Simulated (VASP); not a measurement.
# Re (Rhenium) with r2SCAN: from relaxation to properties, part 3 of 4

What structure does Re (Rhenium) take at this level, and what are its properties? Left out of this account: 1 further run (core levels: core levels are not valid at this level). The start is a cell from a database of measured crystal structures.

VASP 6.6.1, plane waves and PAW; the level of theory is named at each step.

So far. Step 3 (Density, ELF and potential (r2SCAN)): In this run the pressure is -0.04 GPa, small enough to go on. Step 4 (Band structure (r2SCAN)): There is no gap at this level.

### 5. Total and projected DOS (r2SCAN)

Level of this step: r2SCAN; plane waves and PAW (Re) (VASP).

A density of states needs more k-points than a total energy; ISMEAR = -5 takes tetrahedra, and LORBIT projects the states on the PAW spheres. The mesh is finer than in the run before.

Input file INCAR:

```
SYSTEM = Re
PREC = Accurate
ENCUT = 400
EDIFF = 1E-06
NELM = 100
ISMEAR = -5
SIGMA = 0.2
LREAL = .FALSE.
ALGO = Normal
METAGGA = R2SCAN
LASPH = .TRUE.
NBANDS = 19
LORBIT = 11
LWAVE = .FALSE.
LCHARG = .FALSE.
KPAR = 2
NEDOS = 2001
```

Input file POSCAR:

```
Re
1.0
    2.7586891562      0.0000000000      0.0000000000
   -1.3793445781      2.3890948904      0.0000000000
    0.0000000000      0.0000000000      4.4599403156
Re
2
Direct
    0.3333333333      0.6666666667      0.2500000000
    0.6666666667      0.3333333333      0.7500000000
```

Input file KPOINTS:

```
Automatic mesh
0
Gamma
12 12 7
0 0 0
```

Potentials, in the order of the species: Re (PBE family, release 64).

On the command line:

```bash
$ mpirun -np 2 vasp_std
```

Output:

```text
[... set-up lines as in an earlier step ...]
 entering main loop
       N       E                     dE             d eps       ncg     rms          rms(c)
DAV:   1    -0.614763062940E+02   -0.61476E+02   -0.59136E+03  5770   0.845E+02
DAV:   2    -0.105145319091E+03   -0.43669E+02   -0.37532E+02  5087   0.258E+02
DAV:   3    -0.106107470132E+03   -0.96215E+00   -0.95186E+00  4925   0.394E+01
DAV:   4    -0.106116404274E+03   -0.89341E-02   -0.89332E-02  5030   0.206E+00
DAV:   5    -0.106116518109E+03   -0.11383E-03   -0.11394E-03  4772   0.493E-01    0.358E+01
DAV:   6    -0.105143395336E+03    0.97312E+00   -0.23409E-01  5073   0.907E+00    0.182E+01
DAV:   7    -0.104903842995E+03    0.23955E+00   -0.34824E-01  4872   0.156E+01    0.275E+00
DAV:   8    -0.104904930398E+03   -0.10874E-02   -0.67080E-03  5221   0.126E+00    0.841E-01
DAV:   9    -0.104901591484E+03    0.33389E-02   -0.24103E-03  5504   0.538E-01    0.375E-01
DAV:  10    -0.104901564907E+03    0.26577E-04   -0.18520E-04  5072   0.251E-01    0.115E-01
DAV:  11    -0.104901587049E+03   -0.22142E-04   -0.10585E-05  5200   0.619E-02    0.421E-02
DAV:  12    -0.104901590887E+03   -0.38383E-05   -0.40735E-07  2001   0.314E-02    0.443E-03
DAV:  13    -0.104901590196E+03    0.69127E-06   -0.48990E-07  2113   0.990E-03
   1 F= -.10490159E+03 E0= -.10490159E+03  d E =0.000000E+00
 -----------------------------------------------------------------------------
|                                                                             |
|           W    W    AA    RRRRR   N    N  II  N    N   GGGG   !!!           |
|           W    W   A  A   R    R  NN   N  II  NN   N  G    G  !!!           |
|           W    W  A    A  R    R  N N  N  II  N N  N  G       !!!           |
|           W WW W  AAAAAA  RRRRR   N  N N  II  N  N N  G  GGG   !            |
|           WW  WW  A    A  R   R   N   NN  II  N   NN  G    G                |
|           W    W  A    A  R    R  N    N  II  N    N   GGGG   !!!           |
|                                                                             |
|     Tetrahedron method does not include variations of the Fermi             |
|     occupations, so forces and stress will be inaccurate. We suggest        |
|     using a different smearing scheme ISMEAR = 1 or 2 for metals in         |
|     relaxations.                                                            |
|                                                                             |
 -----------------------------------------------------------------------------
```

Run time: 1.9 min. Hardware: 2 MPI ranks of AMD EPYC 7R43, shared host; peak memory 0.21 GiB; 3.7 min of CPU time.

Parts of OUTCAR (step 5):

```text
   k-points           NKPTS =     76   k-points in BZ     NKDIM =     76   number of bands    NBANDS=     19

   NELECT =      14.0000    total number of electrons

 E-fermi :   7.6562

 k-point     1 :       0.0000    0.0000    0.0000
  band No.  band energies     occupation
    ...
      4       6.0712      2.00000
      5       6.0712      2.00000
      6       6.9329      2.00000
      7       6.9329      2.00000
      8       7.9248      1.25357
      9       7.9248      0.00000
     10       8.2396      0.00000
     11      11.2209      0.00000
     12      11.2209      0.00000
     13      18.2538      0.00000
    ...

  Total        0.0285877      0.0285877      0.0366678      0.0000000      0.0000000      0.0000000
  in kB        1.5582031      1.5582031      1.9986182      0.0000000      0.0000000      0.0000000
  external PRESSURE =       1.7050081 kB  Pullay stress =       0.0000000 kB

 POSITION                                       TOTAL-FORCE (eV/Angst)
 -----------------------------------------------------------------------------------
     -0.00000      1.59273      1.11499         0.000000     -0.000000      0.000000
      1.37934      0.79636      3.34496        -0.000000      0.000000      0.000000
 -----------------------------------------------------------------------------------
    total drift:                                0.000000     -0.000000     -0.000000

  FREE ENERGIE OF THE ION-ELECTRON SYSTEM (eV)
  ---------------------------------------------------
  free  energy   TOTEN  =      -104.9015901956 eV

  energy  without entropy=     -104.9015901956  energy(sigma->0) =     -104.90159020

[... 7 parts as in an earlier step ...]

[... 9 further parts left out ...]
```

With tetrahedra the forces and stress of a metal are not exact derivatives of the energy.

This step gave:

```yaml
scf_cycles: 13
irreducible_k_points: 76
free_energy_toten: -104.9016 eV
fermi_energy: 7.656 eV
pressure: 0.1705 GPa
dos_at_the_fermi_level: 1.074 states/eV/cell
```

The density of states has structure finer than the step of the table below, so its rows give means over 1 eV, whole bins alone (the curve runs from -12.0 to 7.92 eV). Peaks (eV: height): total -3.4: 3.05, -2.3: 3.56, -0.7: 3.43, 4.1: 2.80; Re d -3.4: 2.24, -2.3: 2.83, -0.7: 2.64, 4.1: 2.58; Re p -4.4: 0.246, -3.4: 0.346, -2.3: 0.321, -0.7: 0.409; Re s -6.6: 0.488.

States under -12.0 eV and over 7.9 eV are left out. Density of states against energy, zero at the Fermi level; means over each step; values in states/eV/cell:

| energy (eV) | total | Re d | Re p | Re s |
| --- | --- | --- | --- | --- |
| -11 | 0 | 0 | 0 | 0 |
| -10 | 0.0390 | 6.5e-5 | 0.00125 | 0.0293 |
| -9 | 0.128 | 0.00264 | 0.00898 | 0.0890 |
| -8 | 0.229 | 0.0157 | 0.0247 | 0.141 |
| -7 | 0.697 | 0.244 | 0.0597 | 0.273 |
| -6 | 1.61 | 0.915 | 0.108 | 0.340 |
| -5 | 1.65 | 1.14 | 0.131 | 0.153 |
| -4 | 1.91 | 1.42 | 0.193 | 0.0559 |
| -3 | 1.56 | 1.14 | 0.184 | 0.0367 |
| -2 | 2.55 | 1.99 | 0.247 | 0.0466 |
| -1 | 2.64 | 2.04 | 0.300 | 0.0468 |
| 0 | 1.55 | 1.18 | 0.192 | 0.0190 |
| 1 | 1.19 | 1.00 | 0.0789 | 0.00780 |
| 2 | 1.15 | 1.03 | 0.0386 | 0.00868 |
| 3 | 1.68 | 1.52 | 0.0470 | 0.0154 |
| 4 | 2.49 | 2.28 | 0.0625 | 0.0248 |
| 5 | 0.742 | 0.599 | 0.0703 | 0.0282 |
| 6 | 0.597 | 0.406 | 0.104 | 0.0395 |
| 7 | 0.547 | 0.302 | 0.123 | 0.0632 |

The finer mesh and the other smearing move the Fermi level by +0.00 eV from the 8×8×5 run, a small shift, which tests the Fermi level alone. Of the states within 0.3 eV of the Fermi level, the largest shares in the PAW spheres are Re d 76 % and Re p 13 %. The rest lies in smaller channels or between the spheres.

### 6. Volume scan with r2SCAN

An equation of state needs energies on both sides of the minimum, all on one mesh and cutoff.

Input file INCAR:

```
SYSTEM = Re
PREC = Accurate
ENCUT = 400
EDIFF = 1E-06
NELM = 100
ISMEAR = 1
SIGMA = 0.2
LREAL = .FALSE.
ALGO = Normal
METAGGA = R2SCAN
LASPH = .TRUE.
NBANDS = 13
LORBIT = 11
LWAVE = .FALSE.
LCHARG = .FALSE.
KPAR = 2
ISIF = 2
```

Input file POSCAR:

```
Re
1.0
    2.7023735757      0.0000000000      0.0000000000
   -1.3511867878      2.3403241670      0.0000000000
    0.0000000000      0.0000000000      4.3688955789
Re
2
Direct
    0.3333333333      0.6666666667      0.2500000000
    0.6666666667      0.3333333333      0.7500000000
```

Input file KPOINTS:

```
Automatic mesh
0
Gamma
8 8 5
0 0 0
```

On the command line:

```bash
$ mpirun -np 2 vasp_std
```

Output:

```text
[... set-up lines as in an earlier step ...]
 entering main loop
       N       E                     dE             d eps       ncg     rms          rms(c)
DAV:   1    -0.639085402424E+02   -0.63909E+02   -0.63732E+03  1560   0.127E+03
DAV:   2    -0.104678783201E+03   -0.40770E+02   -0.36180E+02  1271   0.295E+02
DAV:   3    -0.105791991885E+03   -0.11132E+01   -0.10610E+01  1349   0.487E+01
DAV:   4    -0.105805858245E+03   -0.13866E-01   -0.13451E-01  1226   0.365E+00
DAV:   5    -0.105806164332E+03   -0.30609E-03   -0.30600E-03  1319   0.831E-01    0.407E+01
DAV:   6    -0.105007052791E+03    0.79911E+00   -0.24393E-01  1438   0.918E+00    0.223E+01
DAV:   7    -0.104758083320E+03    0.24897E+00   -0.45935E-01  1364   0.191E+01    0.276E+00
DAV:   8    -0.104758730992E+03   -0.64767E-03   -0.65784E-03  1360   0.167E+00    0.832E-01
DAV:   9    -0.104756904092E+03    0.18269E-02   -0.16502E-03  1267   0.486E-01    0.173E-01
DAV:  10    -0.104756932937E+03   -0.28845E-04   -0.12314E-04  1350   0.215E-01    0.139E-01
DAV:  11    -0.104756937971E+03   -0.50338E-05   -0.10646E-05  1320   0.364E-02    0.440E-02
DAV:  12    -0.104756939204E+03   -0.12335E-05   -0.41554E-07   710   0.337E-02    0.460E-03
DAV:  13    -0.104756939262E+03   -0.57598E-07   -0.11938E-06   693   0.136E-02
   1 F= -.10475694E+03 E0= -.10475787E+03  d E =0.280134E-02
```

Wall time 38 s (2 MPI ranks); peak memory 0.2 GiB.

From OUTCAR (step 6):

```text
   ENCUT  =  400.0 eV  29.40 Ry    5.42 a.u.   4.41  4.41  7.12*2*pi/ulx,y,z

   NELECT =      14.0000    total number of electrons

 E-fermi :   8.4560

 k-point     1 :       0.0000    0.0000    0.0000
  band No.  band energies     occupation
    ...
      3       6.6574      2.00000
      4       6.6737      2.00000
      5       6.6737      2.00000
      6       7.6264      2.00000
      7       7.6264      2.00000
      8       8.7150     -0.06954
      9       8.7150     -0.06954
     10       9.1883     -0.00000
     11      12.3111     -0.00000
     12      12.3111     -0.00000
    ...

  Total        4.7711355      4.7711355      4.9267559      0.0000000      0.0000000      0.0000000
  in kB      276.6554709    276.6554709    285.6791608      0.0000000      0.0000000      0.0000000
  external PRESSURE =     279.6633675 kB  Pullay stress =       0.0000000 kB

 POSITION                                       TOTAL-FORCE (eV/Angst)
 -----------------------------------------------------------------------------------
     -0.00000      1.56022      1.09222         0.000000     -0.000000      0.000000
      1.35119      0.78011      3.27667        -0.000000      0.000000      0.000000
 -----------------------------------------------------------------------------------
    total drift:                               -0.000000      0.000000     -0.000000

  FREE ENERGIE OF THE ION-ELECTRON SYSTEM (eV)
  ---------------------------------------------------
  free  energy   TOTEN  =      -104.7569392620 eV

  energy  without entropy=     -104.7597406058  energy(sigma->0) =     -104.75787304

[... 4 parts as in an earlier step ...]

[... 12 further parts left out ...]
```

The scan keeps the cell's shape and the fractional positions fixed.

This step gave:

```yaml
bands: 13
irreducible_k_points: 30
free_energy_toten: -104.7569 eV
energy_at_zero_smearing: -104.7579 eV
fermi_energy: 8.456 eV
pressure: 27.97 GPa
```

The pressure here is 27.97 GPa.

### 7. Volume scan with r2SCAN (run 2)

INCAR is that of step 6.

Input file POSCAR:

```
Re
1.0
    2.7214050025      0.0000000000      0.0000000000
   -1.3607025013      2.3568058662      0.0000000000
    0.0000000000      0.0000000000      4.3996634629
Re
2
Direct
    0.3333333333      0.6666666667      0.2500000000
    0.6666666667      0.3333333333      0.7500000000
```

KPOINTS is that of step 6.

On the command line:

```bash
$ mpirun -np 2 vasp_std
```

Output:

```text
[... set-up lines as in an earlier step ...]
 entering main loop
       N       E                     dE             d eps       ncg     rms          rms(c)
DAV:   1    -0.642968226791E+02   -0.64297E+02   -0.62860E+03  1560   0.127E+03
DAV:   2    -0.104871157791E+03   -0.40574E+02   -0.35904E+02  1307   0.277E+02
DAV:   3    -0.105930310011E+03   -0.10592E+01   -0.10126E+01  1297   0.468E+01
DAV:   4    -0.105944231877E+03   -0.13922E-01   -0.13849E-01  1226   0.402E+00
DAV:   5    -0.105944522263E+03   -0.29039E-03   -0.29035E-03  1302   0.878E-01    0.390E+01
DAV:   6    -0.105088498370E+03    0.85602E+00   -0.28227E-01  1443   0.106E+01    0.208E+01
DAV:   7    -0.104842163842E+03    0.24633E+00   -0.48554E-01  1344   0.206E+01    0.278E+00
DAV:   8    -0.104842922883E+03   -0.75904E-03   -0.64744E-03  1342   0.170E+00    0.101E+00
DAV:   9    -0.104840587357E+03    0.23355E-02   -0.19951E-03  1299   0.413E-01    0.278E-01
DAV:  10    -0.104840609459E+03   -0.22102E-04   -0.17599E-04  1355   0.303E-01    0.134E-01
DAV:  11    -0.104840615071E+03   -0.56124E-05   -0.93711E-06  1292   0.351E-02    0.552E-02
DAV:  12    -0.104840615667E+03   -0.59600E-06   -0.77949E-07   726   0.407E-02
   1 F= -.10484062E+03 E0= -.10484137E+03  d E =0.225006E-02
```

Run time: 35 s. Hardware: 2 MPI ranks; peak memory 0.17 GiB; 68 s of CPU time.

OUTCAR, selected parts (step 7):

```text
   ENCUT  =  400.0 eV  29.40 Ry    5.42 a.u.   4.44  4.44  7.17*2*pi/ulx,y,z

   NELECT =      14.0000    total number of electrons

 E-fermi :   8.1791

 k-point     1 :       0.0000    0.0000    0.0000
  band No.  band energies     occupation
    ...
      3       6.4480      2.00000
      4       6.4665      2.00000
      5       6.4665      2.00000
      6       7.3874      2.00000
      7       7.3874      2.00000
      8       8.4449     -0.06802
      9       8.4449     -0.06802
     10       8.8566     -0.00002
     11      11.9367     -0.00000
     12      11.9367     -0.00000
    ...

  Total        3.0594536      3.0594536      3.1606768     -0.0000000     -0.0000000     -0.0000000
  in kB      173.7072755    173.7072755    179.4544489     -0.0000000     -0.0000000     -0.0000000
  external PRESSURE =     175.6230000 kB  Pullay stress =       0.0000000 kB

 POSITION                                       TOTAL-FORCE (eV/Angst)
 -----------------------------------------------------------------------------------
     -0.00000      1.57120      1.09992         0.000000     -0.000000      0.000000
      1.36070      0.78560      3.29975        -0.000000      0.000000      0.000000
 -----------------------------------------------------------------------------------
    total drift:                                0.000000     -0.000000     -0.000000

  FREE ENERGIE OF THE ION-ELECTRON SYSTEM (eV)
  ---------------------------------------------------
  free  energy   TOTEN  =      -104.8406156673 eV

  energy  without entropy=     -104.8428657249  energy(sigma->0) =     -104.84136569

[... 5 parts as in an earlier step ...]

[... 11 further parts left out ...]
```

Numbers from this step:

```
SCF cycles              : 12
free energy (TOTEN)     : -104.8406 eV
energy at zero smearing : -104.8414 eV
Fermi energy            : 8.179 eV
pressure                : 17.56 GPa
```

The pressure falls from 27.97 to 17.56 GPa.

The run ends at a pressure of 17.56 GPa.

### 8. Volume scan with r2SCAN (run 3)

INCAR is that of step 7.

Input file POSCAR:

```
Re
1.0
    2.7401739060      0.0000000000      0.0000000000
   -1.3700869530      2.3730602134      0.0000000000
    0.0000000000      0.0000000000      4.4300069284
Re
2
Direct
    0.3333333333      0.6666666667      0.2500000000
    0.6666666667      0.3333333333      0.7500000000
```

KPOINTS is that of step 7.

On the command line:

```bash
$ mpirun -np 2 vasp_std
```

Output:

```text
[... set-up lines as in an earlier step ...]
 entering main loop
       N       E                     dE             d eps       ncg     rms          rms(c)
DAV:   1    -0.649621900609E+02   -0.64962E+02   -0.64260E+03  1560   0.125E+03
DAV:   2    -0.104917707602E+03   -0.39956E+02   -0.35006E+02  1300   0.275E+02
DAV:   3    -0.106016524323E+03   -0.10988E+01   -0.10050E+01  1323   0.493E+01
DAV:   4    -0.106050011983E+03   -0.33488E-01   -0.29233E-01  1257   0.434E+00
[...]
DAV:  10    -0.104888127326E+03   -0.15287E-04   -0.21718E-04  1347   0.370E-01    0.134E-01
DAV:  11    -0.104888132888E+03   -0.55620E-05   -0.86690E-06  1201   0.562E-02    0.437E-02
DAV:  12    -0.104888133544E+03   -0.65584E-06   -0.33509E-06   806   0.391E-02
   1 F= -.10488813E+03 E0= -.10488863E+03  d E =0.149875E-02
```

Run time: 29 s. Hardware: 2 MPI ranks; peak memory 0.2 GiB; 56 s of CPU time.

Parts of OUTCAR (step 8):

```text
  Total        1.4715823      1.4715823      1.5242432      0.0000000      0.0000000      0.0000000
  in kB       81.8472019     81.8472019     84.7761269      0.0000000      0.0000000      0.0000000
  external PRESSURE =      82.8235103 kB  Pullay stress =       0.0000000 kB

 POSITION                                       TOTAL-FORCE (eV/Angst)
 -----------------------------------------------------------------------------------
     -0.00000      1.58204      1.10750         0.000000     -0.000000      0.000000
      1.37009      0.79102      3.32251        -0.000000      0.000000      0.000000
 -----------------------------------------------------------------------------------
    total drift:                                0.000000     -0.000000     -0.000000

  FREE ENERGIE OF THE ION-ELECTRON SYSTEM (eV)
  ---------------------------------------------------
  free  energy   TOTEN  =      -104.8881335437 eV

  energy  without entropy=     -104.8896322948  energy(sigma->0) =     -104.88863313

[... 1 part as in an earlier step ...]

[... 2 further parts left out ...]
[key lines of the parts left out:]
E-fermi :   7.9116
```

The pressure falls from 17.56 to 8.28 GPa.

The run ends at a pressure of 8.28 GPa.

### 9. Volume scan with r2SCAN (run 4)

INCAR is that of step 8.

Input file POSCAR:

```
Re
1.0
    2.7586891562      0.0000000000      0.0000000000
   -1.3793445781      2.3890948904      0.0000000000
    0.0000000000      0.0000000000      4.4599403156
Re
2
Direct
    0.3333333333      0.6666666667      0.2500000000
    0.6666666667      0.3333333333      0.7500000000
```

KPOINTS is that of step 8.

On the command line:

```bash
$ mpirun -np 2 vasp_std
```

Output:

```text
[... set-up lines as in an earlier step ...]
 entering main loop
       N       E                     dE             d eps       ncg     rms          rms(c)
DAV:   1    -0.645504870298E+02   -0.64550E+02   -0.64651E+03  1560   0.122E+03
DAV:   2    -0.104999937170E+03   -0.40449E+02   -0.35344E+02  1302   0.264E+02
DAV:   3    -0.106114038952E+03   -0.11141E+01   -0.10695E+01  1351   0.496E+01
DAV:   4    -0.106127031538E+03   -0.12993E-01   -0.12948E-01  1215   0.357E+00
[...]
DAV:  10    -0.104903355229E+03   -0.12783E-04   -0.22170E-04  1393   0.348E-01    0.134E-01
DAV:  11    -0.104903360855E+03   -0.56266E-05   -0.19419E-05  1345   0.123E-01    0.238E-02
DAV:  12    -0.104903360305E+03    0.55071E-06   -0.31053E-07   755   0.307E-02
   1 F= -.10490336E+03 E0= -.10490360E+03  d E =0.723926E-03
```

Run time: 35 s. Hardware: 2 MPI ranks; peak memory 0.2 GiB.

Parts of OUTCAR (step 9):

```text
  Total       -0.0108794     -0.0108794     -0.0022583      0.0000000      0.0000000      0.0000000
  in kB       -0.5929948     -0.5929948     -0.1230926      0.0000000      0.0000000      0.0000000
  external PRESSURE =      -0.4363607 kB  Pullay stress =       0.0000000 kB

  FREE ENERGIE OF THE ION-ELECTRON SYSTEM (eV)
  ---------------------------------------------------
  free  energy   TOTEN  =      -104.9033603045 eV

  energy  without entropy=     -104.9040842309  energy(sigma->0) =     -104.90360161

[... 3 parts as in an earlier step ...]

[... 1 further part left out ...]
[key lines of the parts left out:]
E-fermi :   7.6538
```

The pressure falls from 8.28 to -0.04 GPa.

The run ends at a pressure of -0.04 GPa.

[end of part 3 of 4]

[Lines on the potential files, build, host, timing and source positions are cut from VASP's logs without a mark.]

[Logs are printed without paths, hosts, clocks, repeated set-up lines and the standing remarks that a program may print on its own settings, such as how far it seeks lower states.]

[Hosts, paths, dates, database ids (printed as entryN), source tags and the programs' standing remarks are cut or masked in the printed files.]

[A measured line is paired with the nearest computed mode of its activity, which favours agreement.]
